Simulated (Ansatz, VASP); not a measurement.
# Te (Tellurium) in two plane-wave programs, part 2 of 2

One calculation is typed for both programs; each brings its own data sets. How far apart do they land? The cell is taken from a series of runs on this material, whose earlier steps may have relaxed, scaled, displaced or heated it; both programs get it as it stands.

VASP 6.6.1 and Ansatz 0.2.0.

So far: Set-up; VASP: zone-centre phonons, PBEsol.

## 3. Ansatz: zone-centre phonons, PBEsol

Level of this step: Ansatz beside VASP: Kohn-Sham DFT, plane waves, PBEsol (Ansatz).

Ansatz runs on its PAW soft_1 files.

The same cell, functional, mesh and smearing now go to Ansatz, which takes its cutoff from its data sets.

Contents of input.yaml:

```yaml
crystal:
  lattice:
    - [4.2558782571, -1.0e-10, 0.0]
    - [-2.1279391285, 3.6856986861, 0.0]
    - [0.0, 0.0, 6.1377325306]
  atoms:
    - { symbol: Te, position: [0.2822358901, -6.9e-09, 0.3333333386] }
    - { symbol: Te, position: [-6.9e-09, 0.2822358901, 0.6666666614] }
    - { symbol: Te, position: [0.7177641169, 0.7177641169, 0.0] }
kpoints:
  mp_grid: { grid: [12, 12, 8] }
hamiltonian:
  xc: pbesol
  pseudopotentials: { kind: paw, azcp: { folder: soft_1 }, xc_functional: pbe }
scf:
  occupations: { method: methfessel_paxton, width: 0.2 }
output:
  eigenvalues: true
phonons:
  method: dfpt
```

Run with:

```bash
$ ansatz run input.yaml --threads 4 --pin off --max-ram 10240MiB --backend cpu --events-out ev --progress --plain --runs-dir out
```

Numbers of over 12 decimals in the logs are rounded to 6 here.

Log:

```text
zone centre: on kpoints.mp_grid the ground state, and the responses unless they are solved on pairs of k-points, stand on 320 of the mesh's 1152 k-points, reduced under 2 symmetry operations, with k and −k counted as one. Each operation leaves every solved displacement unchanged or reverses it
Engine: ansatz 0.2.0, x86_64-unknown-linux-gnu
Pseudopotentials: kind: paw
Pseudopotential: Te, paw, valence charge 16, recommended cutoff 420 eV (normal), soft_1/Te.paw.azcp
Functional definition: PBEsol
  exchange = pbesol_x
  correlation = pbesol_c
Crystal: 3 atoms, lattice volume = 96.276 Å³
Basis set: ecut = 420 eV, 1875 PW (Γ), exchange–correlation on 60×60×90 points (8 copies of the dense FFT grid, shifted against one another)
Bands: 29, of which v1, the nominal top of the filled ones, is band 24 counted from 1 (23 counted from 0)
Symmetry: 6 space group operations
k-points: 320 of 1152 (irreducible under 2 space group operations, time reversal used)
Non-local potential: Te, projectors of the file, l = 0: 2, l = 1: 2, l = 2: 2, l = 3: 1
PAW form: soft (Blöchl's): semilocal exchange-correlation on the pseudo side does not see the compensation charge
PAW frozen core: Te, regenerated for the run's functional, and the local potential with it (the file was generated under x = pbe(κ = 0.804, μ = 0.219515), c = pbe(β = 0.066725))
PAW one-centre angular grid: Te, 590 points (default); XC on 64 Gauss nodes
Initial density: superposition of atomic densities (chi_scale 0.1, normalization cell)
Initial wavefunctions: pseudopotential atomic-orbital guess
Functional: x = pbesol(κ = 0.804, μ = 0.123457), c = pbesol(β = 0.046)
SCF iter   1: F=—  HF=-20704.814187 eV  |F-HF|=—  |Δ(HF+E_count)|=         —  Δρ=1.42e-2  dr2=1.44e-1  ethr=3.10e-3  ⟨swp⟩=8.7  Hψ=45705  notcnv=0
preconditioner: auto → Resta (q_TF=auto, 2.429 Å⁻¹)  ε∞=4.4  [insulator: Δε(μ)=0.269 eV  Ē_g=8.669 eV  σ=0.200 eV  W_gap=0.90  n_scr=22 (ndim 8)  ℏωp=16.1 eV  f_vac=0.001  D(μ)=-0.04/eV (n_scr^D=0)  ε∞_Penn≈4.4]
SCF iter   2: F=—  HF=-20704.793669 eV  |F-HF|=—  |Δ(HF+E_count)|=   2.05e-2  S|Δr|=    0.00e0  Δρ=8.21e-3  dr2=4.70e-2  ethr=2.99e-4  ⟨swp⟩=1.0  Hψ=11844  notcnv=0
SCF iter   3: F=—  HF=-20704.786000 eV  |F-HF|=—  |Δ(HF+E_count)|=   7.67e-3  S|Δr|=    0.00e0  Δρ=6.48e-4  dr2=3.25e-4  ethr=9.79e-5  ⟨swp⟩=2.1  Hψ=13145  notcnv=0
SCF iter   4: F=—  HF=-20704.786116 eV  |F-HF|=—  |Δ(HF+E_count)|=   1.17e-4  S|Δr|=    0.00e0  Δρ=2.04e-4  dr2=3.70e-5  ethr=6.77e-7  ⟨swp⟩=2.0  Hψ=16900  notcnv=0
SCF iter   5: F=—  HF=-20704.786128 eV  |F-HF|=—  |Δ(HF+E_count)|=   1.18e-5  S|Δr|=    0.00e0  Δρ=7.27e-5  dr2=6.33e-6  ethr=7.71e-8  ⟨swp⟩=2.1  Hψ=16814  notcnv=0
SCF iter   6: F=—  HF=-20704.786130 eV  |F-HF|=—  |Δ(HF+E_count)|=   1.50e-6  S|Δr|=    0.00e0  Δρ=1.53e-5  dr2=3.07e-7  ethr=1.32e-8  ⟨swp⟩=2.0  Hψ=12074  notcnv=0
SCF iter   7: F=—  HF=-20704.786128 eV  |F-HF|=—  |Δ(HF+E_count)|=   1.97e-6  S|Δr|=    0.00e0  Δρ=2.52e-6  dr2=6.33e-9  ethr=6.40e-10  ⟨swp⟩=2.0  Hψ=12157  notcnv=0
SCF iter   8: F=—  HF=-20704.786128 eV  |F-HF|=—  |Δ(HF+E_count)|=   7.92e-9  S|Δr|=    0.00e0  Δρ=6.93e-7  dr2=3.63e-10  ethr=1.32e-11  ⟨swp⟩=2.0  Hψ=16933  notcnv=0
SCF iter   9: F=—  HF=-20704.786128 eV  |F-HF|=—  |Δ(HF+E_count)|=  1.60e-10  S|Δr|=    0.00e0  Δρ=2.09e-7  dr2=3.10e-11  ethr=1.00e-12  ⟨swp⟩=2.9  Hψ=16961  notcnv=0
SCF iter  10: F=-20704.786128 eV  HF=-20704.786128 eV  |F-HF|=1.82e-11  |Δ(HF+E_count)|=  3.64e-12  S|Δr|=    0.00e0  Δρ=6.12e-8  dr2=2.34e-12  ethr=1.00e-12  ⟨swp⟩=9.8  Hψ=55284  notcnv=0
SCF 1 converged in 10 iterations: F = -20704.786128 eV  dr2 = 2.34e-12
  greatest PAW one-centre occupation: 0.998 electrons in one spin orbital (limit 2), on the Te atom at site 1 (counted from 0), in its partial waves of l = 2
DFPT response loops at Γ: preconditioner auto → Kerker (q_TF=auto, 2.429 Å⁻¹) (partly filled bands, converged f_vac=0.008); β = 1.00, the filter's whole step (`scf.mixing.beta` (0.50) is not read by the response loops under this deck's `scf.mixing.preconditioner`; to damp them name `kerker` or `kerker_dos`, under which they read `scf.mixing.beta`, and type it under 1.00, their step now; both keys bind the ground state too); Broyden in place of MSR1
SCF converged after 10 iterations
Stability not checked: this state was not tested for a lower state beside it, because cold or Methfessel-Paxton smearing, or corrected tetrahedra, fill the levels in a way that the test cannot read (fill_not_monotonic; see scf.lower_state_search)
Free energy (F): -20704.786128 eV
Harris-Foulkes:  -20704.786128 eV  (|F-HF|=1.82e-11)
Internal energy: -20704.789582 eV  (E = F + TS)
E sigma→0 (E₀):  -20704.786991 eV
Entropy (-TS):   0.003454 eV (1.151 meV/atom)
Fermi energy:    9.499266 eV
Step filling:    the computed levels leave a gap of 0.0000 eV = 0.0 smearing widths at the electron count; against every level under it full and every level over it empty, smearing changes F+E_penalty+E_count by +0.385 meV and its σ→0 estimate by -0.479 meV
--- Per-component energies (eV) ---
  E_band       = -767.263330
  E_kinetic    = 516.301554
  E_local      = -4720.913123  (includes V_loc(G=0)·N_el)
  E_nonlocal   = 200.549234
  E_hartree    = 2359.904813
  E_xc         = -365.807196
  E_vxc        = -307.005334  (∫ρ·V_xc dr)
  E_paw        = -13773.419489  (= ΣΔE_a)
  E_vpaw       = -1176.005493  (= ΣTr[D̂ρ^β])
  E_aug_tail   = 0.000252  (compensation charges beyond the density's cutoff)
  E_ewald      = -4922.530060
  E_core_change = 1.124434  (= ΣΔE_core)
  E_smearing   = 0.003454  (= −TS)
  E_closure    = 0.000000  (closes the sum)
  Σ components = -20704.786128   (vs F -20704.786128, Δ=0.00e0)
--- Band table (eV; the first three rows and the last of 320) ---
  k-point 0: bands = [... 20 lower, 6.9868, 7.8723, 7.8723, 8.5517, 10.4675, 10.4675, 11.3650, 14.2434, ... 1 higher]
  k-point 1: bands = [... 20 lower, 7.2125, 7.9468, 8.0292, 8.5746, 10.3617, 10.3735, 11.2028, 13.8110, ... 1 higher]
  k-point 2: bands = [... 20 lower, 7.2079, 8.1118, 8.3697, 8.6416, 10.1276, 10.1549, 10.8137, 13.4335, ... 1 higher]
  k-point 319: bands = [... 20 lower, 4.8554, 7.8715, 8.1786, 9.2223, 10.0085, 10.8636, 11.0034, 14.5082, ... 1 higher]
--- Phonons (Γ-DFPT): 3 representative perturbations + reference, on 320 of 1152 k-points (Σ response iterations 9) ---
  k mesh reduced under 2 symmetry operations, with k and −k counted as one. Each operation leaves every solved displacement unchanged or reverses it
  ASR residual: 4.608e-5 → 0.000e0 eV/Å²; symmetrization residual: 1.254e-6 eV/Å²
  ASR residual per site (eV/Å²): 4.61e-5 4.61e-5 4.61e-5
  Γ frequencies (cm⁻¹): 0.00 0.00 0.00 77.31 77.31 84.45 95.05 120.39 120.39
  non-analytic LO–TO correction: not included (Born effective charges unavailable; polar crystals: no LO–TO splitting at Γ)
```

Reading the cycles: dr2 is the Hartree energy of the density residual (eV), the measure of convergence; HF is the Harris–Foulkes estimate of the energy, which meets the free energy F at convergence.

## 4. Differences

Known differences besides the potentials themselves: the data sets hold 48 valence electrons in Ansatz (on its PAW soft_1 files) and 18 in VASP; the cutoff is 420 eV in Ansatz and 500 eV in VASP; Ansatz makes its cores anew for this functional, VASP keeps those of its PBE data sets. Total energies have different zeros and are not compared.

Compared:

```csv
quantity,Ansatz,VASP,difference
optical mode 1 to 2 (cm⁻¹),77.3,77.2,+0.17 %
optical mode 3 (cm⁻¹),84.5,84.7,-0.24 %
optical mode 4 (cm⁻¹),95.0,96.5,-1.52 %
optical mode 5 to 6 (cm⁻¹),120.4,122.0,-1.32 %
```

Modes are paired by rising frequency, not by their patterns, so a pair may set unlike modes beside each other; they are those without the splitting of longitudinal modes.

## 5. Outcome

```json
{
  "r.m.s. difference of the optical zone-centre modes, each program's sorted by frequency (zone-centre phonons, PBEsol)": "1.1 cm⁻¹",
  "difference in optical mode 4 (zone-centre phonons, PBEsol)": "-1.5 %"
}
```

What this shows: The r.m.s. difference of the optical zone-centre modes, each program's sorted by frequency is 1.1 cm⁻¹ (zone-centre phonons, PBEsol). The data sets hold unlike numbers of valence electrons (48 in Ansatz and 18 in VASP), so part of the differences comes from the potentials. Among the rows given in per cent, the largest difference of the zone-centre phonons, PBEsol pair is in optical mode 4, -1.5 %. Such differences can come from data sets, numerical settings and the points named under the comparisons, not from the functional's error against experiment.

[Lines on the potential files, build, host, timing and source positions are cut from VASP's logs without a mark.]

[Logs are printed without paths, hosts, clocks, repeated set-up lines and the standing remarks that a program may print on its own settings, such as how far it seeks lower states.]

[Hosts, paths, dates, database ids (printed as entryN), source tags and the programs' standing remarks are cut or masked in the printed files.]
